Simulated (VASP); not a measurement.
## How biaxial strain in the (001) plane changes Cu

Wanted: the elastic response of Cu to biaxial strain in the (001) plane, with a fit that predicts a row left out.

Program: VASP 6.6.1. Level of theory: PBEsol; plane waves and PAW (Cu), in the first sound run; inputs show where later runs differ. Results are calculated unless marked as measured.

### Step 1. Starting point

Symmetry: Fm-3m, No. 225, cubic system. Conventional cell: a = 3.610 Å, b = 3.610 Å, c = 3.610 Å, α = 90.00°, β = 90.00°, γ = 90.00°. Nearest to Cu lie 12 Cu at 2.55 Å.

Coordinates:

```cif
data_structure
_symmetry_space_group_name_H-M 'P 1'
_symmetry_Int_Tables_number 1
_cell_length_a 2.5527
_cell_length_b 2.5527
_cell_length_c 2.5527
_cell_angle_alpha 60.000
_cell_angle_beta 60.000
_cell_angle_gamma 60.000
_cell_volume 11.76
loop_
_atom_site_label
_atom_site_type_symbol
_atom_site_fract_x
_atom_site_fract_y
_atom_site_fract_z
_atom_site_occupancy
Cu1 Cu 0.00000 0.00000 0.00000 1
```

### Step 2. Relax the crystal, PBEsol

The series starts from the cell that this level prefers, so that zero strain is near zero stress.

This step took 2 runs in a row; the last is shown.

Level: PBEsol; plane waves and PAW (Cu).

INCAR

```
SYSTEM = Cu
PREC = Accurate
ENCUT = 450
EDIFF = 1E-07
NELM = 120
ISMEAR = 1
SIGMA = 0.15
LREAL = .FALSE.
ALGO = Normal
GGA = PS
NBANDS = 11
LASPH = .TRUE.
LORBIT = 11
LWAVE = .FALSE.
LCHARG = .FALSE.
KPAR = 8
IBRION = 2
NSW = 40
ISIF = 3
EDIFFG = -0.005
POTIM = 0.4
```

POSCAR

```
Cu
1.0
    0.0000000000      1.7821378962      1.7821378962
    1.7821378962      0.0000000000      1.7821378962
    1.7821378962      1.7821378962      0.0000000000
Cu
1
Direct
    0.0000000000      0.0000000000      0.0000000000
```

KPOINTS

```
Automatic mesh
0
Gamma
28 28 28
0 0 0
```

Potentials, in the order of the species: Cu (PBE family, release 64).

The run is started by

```sh
$ mpirun -np 8 vasp_std
```

What it wrote:

```text
[banner, memory and clock lines left out]
running    8 mpi-ranks, on    1 nodes
[...]
|                                                                             |
|           W    W    AA    RRRRR   N    N  II  N    N   GGGG   !!!           |
|           W    W   A  A   R    R  NN   N  II  NN   N  G    G  !!!           |
|           W    W  A    A  R    R  N N  N  II  N N  N  G       !!!           |
|           W WW W  AAAAAA  RRRRR   N  N N  II  N  N N  G  GGG   !            |
|           WW  WW  A    A  R   R   N   NN  II  N   NN  G    G                |
|           W    W  A    A  R    R  N    N  II  N    N   GGGG   !!!           |
|                                                                             |
|     For optimal performance we recommend to set                             |
|       NCORE = 2 up to number-of-cores-per-socket                            |
|     NCORE specifies how many cores store one orbital (NPAR=cpu/NCORE).      |
|     This setting can greatly improve the performance of VASP for DFT.       |
[...]
DAV:   4    -0.540699069728E+01   -0.56371E-02   -0.56364E-02 15199   0.242E+00
[...]
DAV:  10    -0.430815139657E+01   -0.80959E-05   -0.31757E-05 18991   0.934E-02    0.587E-03
DAV:  11    -0.430815249976E+01   -0.11032E-05   -0.52874E-07 15954   0.127E-02    0.335E-04
DAV:  12    -0.430815250655E+01   -0.67917E-08   -0.94935E-09  8323   0.172E-03
   1 F= -.43081525E+01 E0= -.43082761E+01  d E =-.430815E+01
[...]
N       E                     dE             d eps       ncg     rms          rms(c)
DAV:   1    -0.430832403834E+01   -0.17154E-03   -0.28853E-03 16134   0.121E+00    0.107E-01
DAV:   2    -0.430821062785E+01    0.11341E-03   -0.22818E-03 15837   0.935E-01    0.418E-02
DAV:   3    -0.430815981724E+01    0.50811E-04   -0.34739E-04 15830   0.376E-01    0.150E-02
DAV:   4    -0.430815522691E+01    0.45903E-05   -0.55300E-06 16698   0.245E-02    0.524E-04
DAV:   5    -0.430815518340E+01    0.43512E-07   -0.32640E-08  9666   0.187E-03
   2 F= -.43081552E+01 E0= -.43082790E+01  d E =-.267685E-05
 trial-energy change:   -0.000003  1 .order   -0.000002   -0.000006    0.000002
 step:   0.8295(harm=  0.7831)  dis= 0.00000  next Energy=    -4.308155 (dE=-0.282E-05)
 reached required accuracy - stopping structural energy minimisation
```

It took 8.4 s on 8 MPI ranks of Intel Xeon Platinum 8488C (Sapphire Rapids), shared host; peak memory 1.3 GiB.

Lines that name or quote the potential files are left out of all logs, and their timing lines are given in words.

From OUTCAR (step 2):

```text
  Total        0.0020279      0.0020279      0.0020279      0.0000000     -0.0000000     -0.0000000
  in kB        0.2872514      0.2872514      0.2872514      0.0000000     -0.0000000     -0.0000000
  external PRESSURE =       0.2872514 kB  Pullay stress =       0.0000000 kB

 POSITION                                       TOTAL-FORCE (eV/Angst)
 -----------------------------------------------------------------------------------
      1.78163      1.78163     -0.00000         0.000000      0.000000      0.000000
 -----------------------------------------------------------------------------------
    total drift:                                0.000000      0.000000     -0.000000

  FREE ENERGIE OF THE ION-ELECTRON SYSTEM (eV)
  ---------------------------------------------------
  free  energy   TOTEN  =        -4.3081551834 eV

  energy  without entropy=       -4.3085265716  energy(sigma->0) =       -4.30827898

 reached required accuracy - stopping structural energy minimisation

[... 3 further parts left out ...]
[key lines of the parts left out:]
E-fermi :   7.9510
```

This run gave:

* energy(sigma→0) of the program: -4.3083 eV
* stress, compression positive: xx, yy, zz 0.03, 0.03, 0.03 GPa
* volume: 11.311 Å³
* ionic steps: 2

### Step 3. Strain along the normal, PBEsol

One member in full: the plane is strained by -2 %, and the strain along the normal is moved by secant steps until the normal stress is under 0.012 GPa or five steps are spent; the atoms relax at each step.

This step took 3 runs, each at a new trial strain with the atoms of the one before; the last is shown.

Level: PBEsol; plane waves and PAW (Cu).

INCAR: that of step 2 with these lines changed.

```diff
@@ -15,7 +15,7 @@
 LCHARG = .FALSE.
-KPAR = 8
-IBRION = 2
-NSW = 40
-ISIF = 3
-EDIFFG = -0.005
-POTIM = 0.4
+KPAR = 2
+IBRION = 1
+NSW = 25
+ISIF = 2
+EDIFFG = -0.004
+POTIM = 0.3
```

POSCAR

```
Cu
1.0
    0.0000000000      1.7460016740      1.8289910880
    1.7460016740      0.0000000000      1.8289910880
    1.7460016740      1.7460016740      0.0000000000
Cu
1
Direct
    0.0000000000      0.0000000000      0.0000000000
```

KPOINTS is that of step 2.

The run is started by

```sh
$ mpirun -np 2 vasp_std
```

What it wrote:

```text
[banner, memory and clock lines left out]
running    2 mpi-ranks, on    1 nodes
[...]
[... a notice as in an earlier step ...]

 LDA part: xc-table for (Slater+PW92), standard interpolation
 POSCAR, INCAR and KPOINTS ok, starting setup
[...]
entering main loop
       N       E                     dE             d eps       ncg     rms          rms(c)
DAV:   1     0.368567540151E+02    0.36857E+02   -0.50375E+03 39530   0.152E+03
DAV:   2    -0.449978735178E+01   -0.41357E+02   -0.38358E+02 36708   0.193E+02
DAV:   3    -0.539966109723E+01   -0.89987E+00   -0.89553E+00 40978   0.355E+01
DAV:   4    -0.540502984634E+01   -0.53687E-02   -0.53681E-02 39839   0.238E+00
[...]
DAV:  10    -0.430200820086E+01   -0.89438E-05   -0.30295E-05 49630   0.890E-02    0.609E-03
DAV:  11    -0.430200918366E+01   -0.98280E-06   -0.58356E-07 42101   0.143E-02    0.307E-04
DAV:  12    -0.430200921086E+01   -0.27200E-07   -0.87231E-09 21655   0.152E-03
   1 F= -.43020092E+01 E0= -.43020856E+01  d E =-.430201E+01
 BRION: g(F)=  0.113E-62 g(S)=  0.000E+00
 reached required accuracy - stopping structural energy minimisation
```

It took 41 s on 2 MPI ranks; peak memory 0.52 GiB; 80 s of CPU time.

OUTCAR, selected parts (step 3):

```text
  Total        0.2712774      0.2712774      0.0000193      0.0000000     -0.0000000      0.0000000
  in kB       38.9756386     38.9756386      0.0027663      0.0000000     -0.0000000      0.0000000
  external PRESSURE =      25.9846811 kB  Pullay stress =       0.0000000 kB

 POSITION                                       TOTAL-FORCE (eV/Angst)
 -----------------------------------------------------------------------------------
      0.00000      0.00000      0.00000         0.000000     -0.000000      0.000000
 -----------------------------------------------------------------------------------
    total drift:                                0.000000     -0.000000     -0.000000

  FREE ENERGIE OF THE ION-ELECTRON SYSTEM (eV)
  ---------------------------------------------------
  free  energy   TOTEN  =        -4.3020092109 eV

  energy  without entropy=       -4.3022382781  energy(sigma->0) =       -4.30208557

[... 1 part as in an earlier step ...]

[... 3 further parts left out ...]
[key lines of the parts left out:]
E-fermi :   8.1446
```

Numbers from this step:

- energy(sigma→0) of the program: -4.3021 eV
- stress, compression positive: xx, yy, zz 3.90, 3.90, 0.00 GPa
- ionic steps: 1

### Step 4. All members

The other members went through these steps as far as the tables show, with the same cutoff and, step by step, the same mesh; 26 runs are not shown. The session took 0.63 core hours (wall time by ranks) on a shared machine.

| in-plane strain (%) | strain along the normal (%) | in-plane stress, tension positive (GPa) | energy above the unstrained row, extrapolated to no smearing (meV/atom) |
| --- | --- | --- | --- |
| -2.000 | 2.658 | -3.898 | 6.144 |
| -1.500 | 1.991 | ? | ? |
| -1.000 | 1.340 | -1.822 | 1.658 |
| -0.500 | 0.686 | -0.872 | 0.491 |
| 0 | 0.015 | -0.016 | 0.000 |
| 0.500 | -0.652 | 0.798 | 0.101 |
| 1.000 | -1.358 | 1.468 | 0.744 |
| 1.500 | -2.063 | 2.089 | 1.846 |
| 2.000 | -2.768 | 2.659 | 3.419 |

### Step 5. A fit to the known rows

Fitting a parabola to the 8 known rows (e: strain in %) gives stress = − 0.1530 e² + 1.640 e − 0.01286 in GPa; the residuals are 0.013 GPa r.m.s.

At e = -1.5 this predicts -2.817 GPa.

### Step 6. Prediction against calculation

The calculation gives -2.841 GPa, so the prediction is 0.024 GPa too high, within twice the residual of the fit.

Slopes at zero strain, from cubics through all rows: strain ratio -1.344, stress over strain 165 GPa.

### Step 7. Outcome

| Property | Result |
| --- | --- |
| error of the predicted stress | 0.024 GPa |
| ratio of normal to in-plane strain | -1.344 |
| biaxial modulus | 165 GPa |

In words: As a check, the curvature of the energy gives 169 GPa for the same modulus (energy per volume = M × strain²), 2 % from the slope of the stress; these energies are extrapolated to no smearing, while the stress belongs to the free energy, so part of the difference may come from that. The energy also has a linear term worth 0.27 GPa that the stress column lacks, a mark of the finite basis or of the smearing. These are static values: temperature and zero-point motion are left out. In a metal the slopes also depend on mesh and smearing, which were held through the series.

[Lines on the potential files, build, host, timing and source positions are cut from VASP's logs without a mark.]

[Logs are printed without paths, hosts, clocks, repeated set-up lines and the standing remarks that a program may print on its own settings, such as how far it seeks lower states.]

[Hosts, paths, dates, database ids (printed as entryN), source tags and the programs' standing remarks are cut or masked in the printed files.]

[In band tables of VASP the shares of atoms and orbitals are scaled to a sum of 1 inside the atoms' spheres.]
